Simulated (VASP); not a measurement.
Input:

```xyz
2
Lattice="0.0000 2.8030 2.8030 2.8030 0.0000 2.8030 2.8030 2.8030 0.0000" Properties=species:S:1:pos:R:3 pbc="T T T"
Mg     0.0000     0.0000     0.0000
Se     2.8030     2.8030     2.8030
```

Level of theory: vdW-DF2, VASP's PBE PAW potentials (set 64) (plane waves; VASP). Settings: 520 eV cut-off, 8×8×8 Γ-centred mesh, Gaussian smearing of 0.050 eV, potentials Mg Se.

Task: Give the energy at these volumes per atom, relative to the lowest: 20.69, 21.35, 22.01, 22.67, 23.33 Å³.

Result: 15.2, 3.6, 0.0, 3.1, 12.0 meV/atom. A third-order Birch-Murnaghan fit gives B0 = 54.3 GPa and B0′ = 4.2.

Measured: a 5.460 Å (computed value off by +2.7 %), as given by M J Lucero et al., Journal of Physics Condensed Matter (2012), arXiv:1111.4515. The calculation is for a static lattice, while the measured a holds thermal and zero-point effects, which are part of the difference.

The compound is MgSe in the rock salt structure. It was relaxed first, which changed the volume by +8 %.
